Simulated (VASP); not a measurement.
A cell of Lu (hcp) near equilibrium:

```xyz
2
Lattice="1.7567 -3.0426 0.0000 1.7567 3.0426 0.0000 0.0000 0.0000 5.4844" Properties=species:S:1:pos:R:3 pbc="T T T"
Lu     1.7567     1.0142     1.3711
Lu     1.7567    -1.0142     4.1133
```

The numbers are results of PBE GGA, VASP's PBE PAW potentials (set 64) (plane waves; VASP 6.6.1), not measurements.

| run | ΔE (meV/atom) | σxx | σyy | σzz | largest shear component, with its sign (GPa) | largest force (eV/Å) |
|---|---|---|---|---|---|---|
| as it is | 0.0 | 0.13 | 0.13 | -0.07 | 0.00 | 0.000 |
| after one change | 10.2 | 2.84 | 2.84 | 0.92 | 0.00 | 0.000 |
Stress is in GPa, positive when the cell is compressed.

Which change was made?
(A) isotropic strain of +1.0 %
(B) biaxial strain of +0.5 % in the xy plane
(C) biaxial strain of -2.0 % in the xy plane
(D) atom 1 (Lu) moved by 0.100 Å along y

C, biaxial strain of -2.0 % in the xy plane

The compound is Lu in the hcp structure.
